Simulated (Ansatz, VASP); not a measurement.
# Cross-check of GeF2 between VASP and Ansatz

Aim: how closely do two programs agree when they are given the same cell, functional and k mesh? The cell is generated by rule, not measured, and may not be a known phase. The cell is taken from a series of runs on this material, whose earlier steps may have relaxed, scaled, displaced or heated it; both programs get it as it stands.

Main program and level: Ansatz 0.2.0; plane waves, with VASP 6.6.1 beside it; single point at PBEsol.

## Step 1: The starting structure

The structure is trigonal, space group P-3m1 (No. 164). The conventional cell has a = 3.233 Å, b = 3.233 Å, c = 5.238 Å, α = 90.00°, β = 90.00°, γ = 120.00°. Nearest to Ge lie 6 F at 2.28 Å. F has 3 Ge at 2.28 Å nearest. Farther neighbours and most contacts between anions are not listed.

## Step 2: Ansatz: single point, PBEsol, pair 1

Ansatz runs on its default PAW (the set named soft_2) files.

A single point gives forces, pressure and levels at one fixed geometry, so differences don't come from the geometry; what else differs is listed under the comparison.

Contents of input.yaml:

```yaml
crystal:
  lattice:
    - [3.2335, 0.0, 0.0]
    - [-1.61675, 2.80029, 0.0]
    - [0.0, 0.0, 5.23827]
  atoms:
    - { symbol: Ge, position: [0.0, 0.0, 0.0] }
    - { symbol: F, position: [0.333333, 0.666667, 0.25] }
    - { symbol: F, position: [0.666667, 0.333333, 0.75] }
kpoints:
  mp_grid: { grid: [6, 6, 4] }
hamiltonian:
  xc: pbesol
scf:
  occupations: { method: gaussian, width: 0.1 }
output:
  forces: true
  stress: true
  eigenvalues: true
```

Started as:

```
ansatz run input.yaml --threads 4 --pin off --max-ram 7168MiB --backend cpu --events-out ev --progress --plain --runs-dir out
```

Numbers of over 12 decimals in the logs are rounded to 6 here.

Output:

```text
Warning: the atoms were moved onto the symmetric positions of the space group found under crystal.symmetry.tolerance 1.0e-5 (fractional; no operation is sought that the atoms, as they stand in a round, miss by more than twice it, and no atom is moved by as much as it), and the run uses the moved positions. Before a round's move an operation carried an atom to 3.23e-6 Å from where it should land, the largest such dist [...]
Engine: ansatz 0.2.0, x86_64-unknown-linux-gnu
Pseudopotentials: kind: paw
Pseudopotential: Ge, paw, valence charge 14, recommended cutoff 420 eV (normal), Ge.paw.azcp
Pseudopotential: F, paw, valence charge 7, recommended cutoff 420 eV (normal), F.paw.azcp
Functional definition: PBEsol
  exchange = pbesol_x
  correlation = pbesol_c
Crystal: 3 atoms, lattice volume = 47.431 Å³
Basis set: ecut = 420 eV, 941 PW (Γ), exchange–correlation on 48×48×72 points (8 copies of the dense FFT grid, shifted against one another)
Bands: 18, of which v1, the nominal top of the filled ones, is band 14 counted from 1 (13 counted from 0)
Symmetry: 12 space group operations
Space group: P-3m1 (ITA 164), of the structure as read, at distance tolerance 3.6e-5 Å
k-points: 24 of 144
Non-local potential: Ge, projectors of the file, l = 0: 2, l = 1: 2, l = 2: 3, l = 3: 1
Non-local potential: F, projectors of the file, l = 0: 2, l = 1: 2, l = 2: 1
PAW form: soft (Blöchl's): semilocal exchange-correlation on the pseudo side does not see the compensation charge
PAW frozen core: Ge, regenerated for the run's functional, and the local potential with it (the file was generated under x = pbe(κ = 0.804, μ = 0.219515), c = pbe(β = 0.066725))
PAW frozen core: F, regenerated for the run's functional, and the local potential with it (the file was generated under x = pbe(κ = 0.804, μ = 0.219515), c = pbe(β = 0.066725))
PAW one-centre angular grid: Ge, 590 points (default); XC on 64 Gauss nodes
PAW one-centre angular grid: F, 110 points (default); XC on 64 Gauss nodes
Initial density: superposition of atomic densities (neutral atoms: chi_scale 0, normalization atom), corrected by the library's trained network
Initial wavefunctions: pseudopotential atomic-orbital guess
Functional: x = pbesol(κ = 0.804, μ = 0.123457), c = pbesol(β = 0.046)
SCF iter   1: F=—  HF=-5853.930065 eV  |F-HF|=—  |Δ(HF+E_count)|=         —  Δρ=1.32e-2  dr2=6.01e-2  ethr=1.77e-3  ⟨swp⟩=5.5  Hψ=2129  notcnv=0
preconditioner: auto → none  [insulator: Δε(μ)=2.702 eV  Ē_g=20.065 eV  σ=0.100 eV  W_gap=1.00  n_scr=10 (ndim 8)  ℏωp=28.5 eV  f_vac=0.215  D(μ)=0.00/eV (n_scr^D=0)  ε∞_Penn≈3.0]
SCF iter   2: F=—  HF=-5853.925799 eV  |F-HF|=—  |Δ(HF+E_count)|=   4.27e-3  Δρ=1.06e-2  dr2=4.03e-2  ethr=2.15e-4  ⟨swp⟩=2.0  Hψ=936  notcnv=0
SCF iter   3: F=—  HF=-5853.915553 eV  |F-HF|=—  |Δ(HF+E_count)|=   1.02e-2  Δρ=1.31e-3  dr2=2.14e-4  ethr=1.44e-4  ⟨swp⟩=2.0  Hψ=647  notcnv=0
SCF iter   4: F=—  HF=-5853.915667 eV  |F-HF|=—  |Δ(HF+E_count)|=   1.13e-4  Δρ=1.63e-4  dr2=3.78e-6  ethr=7.63e-7  ⟨swp⟩=2.6  Hψ=674  notcnv=0
SCF iter   5: F=—  HF=-5853.915683 eV  |F-HF|=—  |Δ(HF+E_count)|=   1.69e-5  Δρ=2.25e-5  dr2=1.12e-7  ethr=1.35e-8  ⟨swp⟩=2.1  Hψ=745  notcnv=0
SCF iter   6: F=-5853.915684 eV  HF=-5853.915684 eV  |F-HF|=6.02e-9  |Δ(HF+E_count)|=   1.57e-7  Δρ=6.10e-6  dr2=9.89e-9  ethr=3.57e-10  ⟨swp⟩=5.1  Hψ=1797  notcnv=0
SCF 1 converged in 6 iterations: F = -5853.915684 eV  dr2 = 9.89e-9
  greatest PAW one-centre occupation: 0.999 electrons in one spin orbital (limit 2), on the Ge atom at site 0 (counted from 0), in its partial waves of l = 2
SCF converged after 6 iterations
Free energy (F): -5853.915684 eV
Harris-Foulkes:  -5853.915684 eV  (|F-HF|=6.02e-9)
Internal energy: -5853.915684 eV  (E = F + TS)
E sigma→0 (E₀):  -5853.915684 eV
Fermi energy:    4.563124 eV
--- Per-component energies (eV) ---
  E_band       = -289.013055
  E_kinetic    = 517.901426
  E_local      = -3953.233633  (includes V_loc(G=0)·N_el)
  E_nonlocal   = 559.913653
  E_hartree    = 1639.629312
  E_xc         = -230.981040
  E_vxc        = -265.487722  (∫ρ·V_xc dr)
  E_paw        = -2356.620122  (= ΣΔE_a)
  E_vpaw       = -427.371796  (= ΣTr[D̂ρ^β])
  E_aug_tail   = 0.004403  (compensation charges beyond the density's cutoff)
  E_ewald      = -2031.532504
  E_core_change = 1.002821  (= ΣΔE_core)
  E_smearing   = -0.000000  (= −TS)
  E_closure    = 0.000000  (closes the sum)
  Σ components = -5853.915684   (vs F -5853.915684, Δ=0.00e0)
--- Forces (eV/Å), atoms counted from 1 ---
  atom   1  Ge     0.00000000    -0.00000000     0.00000000
  atom   2  F      0.00000000    -0.00000000    -0.77853873
  atom   3  F      0.00000000     0.00000000     0.77853873
  max |Σ_I F_I| component: 1.31e-31 eV/Å
--- Stress (GPa, compression-positive) ---
        2.926069      -0.000000      -0.000000
        0.000000       2.926069      -0.000000
       -0.000000      -0.000000      -6.549012
  P = ⅓ Tr σ = -0.2323 GPa (-2.323 kbar)
--- Band table (eV; the first three rows and the last of 24) ---
  k-point 0: bands = [... 10 lower, 0.1377, 0.1377, 0.2698, 1.4833, 6.5705, 10.7349, 10.7349, 12.2165]
  k-point 1: bands = [... 10 lower, 0.1022, 0.1568, 0.1568, 1.9074, 6.2702, 10.7227, 10.7227, 12.9796]
  k-point 2: bands = [... 10 lower, 0.0925, 0.1677, 0.1677, 2.2583, 5.9692, 10.7105, 10.7105, 14.4181]
  k-point 23: bands = [... 10 lower, -1.1528, 0.1343, 0.1343, 3.1546, 7.2847, 7.2847, 9.5862, 15.6520]
```

The run ends at a pressure of -0.23 GPa, with forces up to 0.78 eV/Å.

## Step 3: VASP: single point, PBEsol, pair 1

The same cell, functional, mesh and smearing now go to VASP, with its own data sets.

Lines of VASP's logs that name or quote its potential files are left out, and so is its time.

Contents of INCAR:

```
SYSTEM = GeF2
PREC = Accurate
ENCUT = 600
EDIFF = 1E-06
NELM = 120
ISMEAR = 0
SIGMA = 0.1
LREAL = .FALSE.
ALGO = Normal
GGA = PS
NBANDS = 20
LORBIT = 11
LWAVE = .FALSE.
LCHARG = .FALSE.
ISIF = 2
LASPH = .TRUE.
GGA_COMPAT = .FALSE.
EFERMI = MIDGAP
KPAR = 2
```

Contents of POSCAR:

```
GeF2
1.0
    3.2335000000      0.0000000000      0.0000000000
   -1.6167500000      2.8002900000      0.0000000000
    0.0000000000      0.0000000000      5.2382700000
Ge F
1 2
Direct
    0.0000000000      0.0000000000      0.0000000000
    0.3333330000      0.6666670000      0.2500000000
    0.6666670000      0.3333330000      0.7500000000
```

Contents of KPOINTS:

```
Automatic mesh
0
Gamma
6 6 4
0 0 0
```

The projector-augmented-wave data sets are Ge_d and F (PBE family, release 64).

Started as:

```
mpirun -np 2 vasp_std
```

Output:

```text
[banner, memory and clock lines left out]
running    2 mpi-ranks, on    1 nodes
 distrk:  each k-point on    1 cores,    2 groups
 distr:  one band on    1 cores,    1 groups

 POSCAR found type information on POSCAR GeF
 POSCAR found :  2 types and       3 ions
|                                                                             |
|               ----> ADVICE to this user running VASP <----                  |
|                                                                             |
|     You enforced a specific xc type in the INCAR file but a different       |
|     [... a line on the potential file left out ...]
|     I HOPE YOU KNOW WHAT YOU ARE DOING!                                     |
|                                                                             |

 LDA part: xc-table for (Slater+PW92), standard interpolation
 POSCAR, INCAR and KPOINTS ok, starting setup
 FFT: planning ... GRIDC
 FFT: planning ... GRID_SOFT
 FFT: planning ... GRID
 WAVECAR not read
 entering main loop
       N       E                     dE             d eps       ncg     rms          rms(c)
DAV:   1     0.280069278093E+03    0.28007E+03   -0.16241E+04  1164   0.337E+03
DAV:   2     0.222996139218E+02   -0.25777E+03   -0.24374E+03  1052   0.786E+02
DAV:   3    -0.140506348837E+02   -0.36350E+02   -0.36078E+02  1092   0.166E+02
DAV:   4    -0.153837356169E+02   -0.13331E+01   -0.13326E+01  1020   0.351E+01
DAV:   5    -0.154089547583E+02   -0.25219E-01   -0.25219E-01  1092   0.537E+00    0.666E+00
DAV:   6    -0.140485700480E+02    0.13604E+01   -0.80944E+00  1312   0.327E+01    0.285E+00
DAV:   7    -0.140072743075E+02    0.41296E-01   -0.39920E-01   968   0.500E+00    0.141E+00
DAV:   8    -0.139912769368E+02    0.15997E-01   -0.11611E-01  1220   0.360E+00    0.411E-01
DAV:   9    -0.139894787272E+02    0.17982E-02   -0.97328E-03  1048   0.871E-01    0.109E-01
DAV:  10    -0.139898974156E+02   -0.41869E-03   -0.11959E-03  1084   0.403E-01    0.688E-02
DAV:  11    -0.139898947975E+02    0.26181E-05   -0.20503E-04  1012   0.133E-01    0.713E-03
DAV:  12    -0.139898978565E+02   -0.30590E-05   -0.90587E-06  1168   0.378E-02    0.259E-03
DAV:  13    -0.139898981420E+02   -0.28550E-06   -0.78307E-07   764   0.751E-03
   1 F= -.13989898E+02 E0= -.13989898E+02  d E =-.413605E-88
```

OUTCAR, selected parts (step 3):

```text
ion  position               nearest neighbor table
   1  0.000  0.000  0.000-   2 2.28   3 2.28   2 2.28   3 2.28   3 2.28   2 2.28
   2  0.333  0.667  0.250-   1 2.28   1 2.28   1 2.28
   3  0.667  0.333  0.750-   1 2.28   1 2.28   1 2.28

  LATTYP: Found a hexagonal cell.
 ALAT       =     3.2335000000
 C/A-ratio  =     1.6200000000

 Subroutine GETGRP returns: Found 12 space group operations
 (whereof 12 operations were pure point group operations)

The static configuration has the point symmetry D_3d.

 Found     24 irreducible k-points:

   k-points           NKPTS =     24   k-points in BZ     NKDIM =     24   number of bands    NBANDS=     20

   dimension x,y,z NGX =    28 NGY =   28 NGZ =   42
   dimension x,y,z NGXF=    56 NGYF=   56 NGZF=   84

   ENCUT  =  600.0 eV  44.10 Ry    6.64 a.u.   6.46  6.46 10.46*2*pi/ulx,y,z

   NELECT =      28.0000    total number of electrons

 k-points in reciprocal lattice and weights: Automatic mesh
   0.00000000  0.00000000  0.00000000       0.007
   0.16666667  0.00000000  0.00000000       0.042
   0.33333333 -0.00000000  0.00000000       0.042
   0.50000000  0.00000000  0.00000000       0.021
   0.16666667  0.16666667  0.00000000       0.042
   0.33333333  0.16666667  0.00000000       0.083
   0.33333333  0.33333333  0.00000000       0.014
   0.00000000  0.00000000  0.25000000       0.014
   0.16666667  0.00000000  0.25000000       0.042
[...]
0.33333333  0.16666667  0.50000000       0.083
   0.33333333  0.33333333  0.50000000       0.014

 average (electrostatic) potential at core
       1 -77.8329       2 -77.8386       3 -77.8386

 E-fermi :   1.7675

 k-point     1 :       0.0000    0.0000    0.0000
  band No.  band energies     occupation
    ...
     10      -2.6672      2.00000
     11      -2.6497      2.00000
     12      -2.6497      2.00000
     13      -2.5092      2.00000
     14      -1.3144      2.00000
     15       3.7674      0.00000
     16       7.9341      0.00000
     17       7.9341      0.00000
     18       9.4440      0.00000
     19      14.1227      0.00000
    ...

 k-point     2 :       0.1667    0.0000    0.0000
  band No.  band energies     occupation
    ...
     10      -3.0537      2.00000
     11      -2.9532      2.00000
     12      -2.5642      2.00000
     13      -2.5142      2.00000
     14      -0.6433      2.00000
     15       4.5164      0.00000
     16       6.1436      0.00000
     17       7.6924      0.00000
     18       9.8172      0.00000
     19      12.8857      0.00000
    ...

 k-point     3 :       0.3333   -0.0000    0.0000
  band No.  band energies     occupation
    ...
     10      -3.5562      2.00000
     11      -3.2972      2.00000
     12      -2.6431      2.00000
     13      -2.6057      2.00000
     14      -0.0193      2.00000
     15       4.0081      0.00000
     16       5.9695      0.00000
     17       7.2882      0.00000
     18      10.4172      0.00000
     19      11.0723      0.00000
    ...

  Total        0.8463135      0.8463116     -1.9859865     -0.0000000      0.0000000      0.0000000
  in kB       28.5876271     28.5875630    -67.0846435     -0.0000000      0.0000000      0.0000000
  external PRESSURE =      -3.3031511 kB  Pullay stress =       0.0000000 kB

  energy-cutoff  :      600.00
  volume of cell :       47.43
      direct lattice vectors                 reciprocal lattice vectors
     3.233500000  0.000000000  0.000000000     0.309262409  0.178552936  0.000000000
    -1.616750000  2.800290000  0.000000000     0.000000000  0.357105871  0.000000000
     0.000000000  0.000000000  5.238270000     0.000000000  0.000000000  0.190902722

 POSITION                                       TOTAL-FORCE (eV/Angst)
 -----------------------------------------------------------------------------------
      0.00000      0.00000      0.00000         0.000000      0.000000      0.000000
     -0.00000      1.86686      1.30957        -0.000000      0.000000     -0.763568
      1.61675      0.93343      3.92870         0.000000      0.000000      0.763568
 -----------------------------------------------------------------------------------
    total drift:                               -0.000000      0.000000      0.000000

  FREE ENERGIE OF THE ION-ELECTRON SYSTEM (eV)
  ---------------------------------------------------
  free  energy   TOTEN  =       -13.9898981420 eV

  energy  without entropy=      -13.9898981420  energy(sigma->0) =      -13.98989814

 total charge
# of ion       s       p       d       tot
------------------------------------------
    1        1.456   0.458  10.050  11.964
    2        1.743   4.270   0.000   6.013
    3        1.743   4.270   0.000   6.013
--------------------------------------------------
tot          4.942   8.998  10.050  23.991

[... 3 further parts left out ...]
```

The gap is read on the k-mesh alone, so it is an upper bound where the band edges lie off the mesh. The PAW data sets were made with PBE, which is usual practice but a small mismatch for other functionals.

## Step 4: Comparison

Known differences besides the potentials themselves: the cutoff is 420 eV in Ansatz and 600 eV in VASP; Ansatz makes its cores anew for this functional, VASP keeps those of its PBE data sets. Total energies have different zeros and are not compared.

The two programs side by side:

```csv
quantity,Ansatz,VASP,difference
pressure (GPa),-0.23,-0.33,+0.10
gap on the k mesh (eV),2.815,2.805,+0.009
```

Forces (eV/Å; atoms numbered as in POSCAR):

```csv
atom,"Ansatz x, y, z","VASP x, y, z"
Ge1,"0.000, 0.000, 0.000","0.000, 0.000, 0.000"
F2,"0.000, 0.000, -0.779","0.000, 0.000, -0.764"
F3,"0.000, 0.000, 0.779","0.000, 0.000, 0.764"
```

The forces differ by 7.1 meV/Å r.m.s., which is 2.0 % of the r.m.s. force of 0.360 eV/Å (both taken over all components). A gap on the mesh is an upper bound, since the band edges may lie between its points.

## Step 5: Ansatz: single point, PBEsol, pair 2

A single point gives forces, pressure and levels at one fixed geometry, so differences don't come from the geometry; what else differs is listed under the comparison. This pair takes another cell of the material, with 9 atoms against 3 for the pair before.

The cell is taken from a series of runs on this material, whose earlier steps may have relaxed, scaled, displaced or heated it; both programs get it as it stands.

Contents of input.yaml:

```yaml
crystal:
  lattice:
    - [0.0, 0.0, 4.8089206362]
    - [5.3063266687, 3.0636091307, 0.0]
    - [-1.0e-10, 6.1272182612, 0.0]
  atoms:
    - { symbol: Ge, position: [1.21e-08, 0.3333333333, 0.3333333333] }
    - { symbol: Ge, position: [-0.0004986139, 0.6666665633, 0.66666677] }
    - { symbol: Ge, position: [0.0004986199, 1.033e-07, 0.9999998967] }
    - { symbol: F, position: [0.2018226159, -0.0075381374, 0.3484090953] }
    - { symbol: F, position: [0.2018225533, 0.3484090953, 0.659129076] }
    - { symbol: F, position: [0.2018225846, 0.6591279483, 0.9924623755] }
    - { symbol: F, position: [0.7981774467, 0.3182575713, 1.0075373171] }
    - { symbol: F, position: [0.7981773841, 0.6742042573, 0.3182575713] }
    - { symbol: F, position: [0.7981774154, 0.0075384448, 0.6742045647] }
kpoints:
  mp_grid: { grid: [6, 6, 6] }
hamiltonian:
  xc: pbesol
scf:
  occupations: { method: gaussian, width: 0.02 }
output:
  forces: true
  stress: true
  eigenvalues: true
```

Started as:

```
ansatz run input.yaml --threads 4 --pin off --max-ram 7168MiB --backend cpu --events-out ev --progress --plain --runs-dir out
```

Output:

```text
[...]
Crystal: 9 atoms, lattice volume = 156.353 Å³
Basis set: ecut = 420 eV, 3011 PW (Γ), exchange–correlation on 72×90×90 points (8 copies of the dense FFT grid, shifted against one another)
Bands: 51, of which v1, the nominal top of the filled ones, is band 42 counted from 1 (41 counted from 0)
Symmetry: 6 space group operations
[...]
k-point 0: bands = [... 38 lower, -0.1221, 0.2617, 2.6549, 2.6758, 5.6743, 8.1211, 8.1646, 8.2803, ... 3 higher]
  k-point 1: bands = [... 38 lower, -0.1110, 0.5946, 2.5717, 2.5987, 5.8609, 7.4712, 7.7693, 7.9255, ... 3 higher]
  k-point 2: bands = [... 38 lower, -0.1187, 1.2348, 2.3079, 2.4455, 6.3389, 6.8124, 7.4679, 7.5101, ... 3 higher]
  k-point 43: bands = [... 38 lower, -0.3463, 2.0116, 2.0537, 2.0537, 6.1256, 6.1904, 6.1904, 8.0170, ... 3 higher]
[key lines of the parts left out:]
SCF converged after 7 iterations
Free energy (F): -17562.781582 eV
Fermi energy:    3.815439 eV
P = ⅓ Tr σ = 0.0030 GPa (0.030 kbar)
```

The run ends at a pressure of 0.00 GPa, with forces up to 0.20 eV/Å.

(Continued in part 2 of 2.)

[Lines on the potential files, build, host, timing and source positions are cut from VASP's logs without a mark.]

[Logs are printed without paths, hosts, clocks, repeated set-up lines and the standing remarks that a program may print on its own settings, such as how far it seeks lower states.]

[Hosts, paths, dates, database ids (printed as entryN), source tags and the programs' standing remarks are cut or masked in the printed files.]
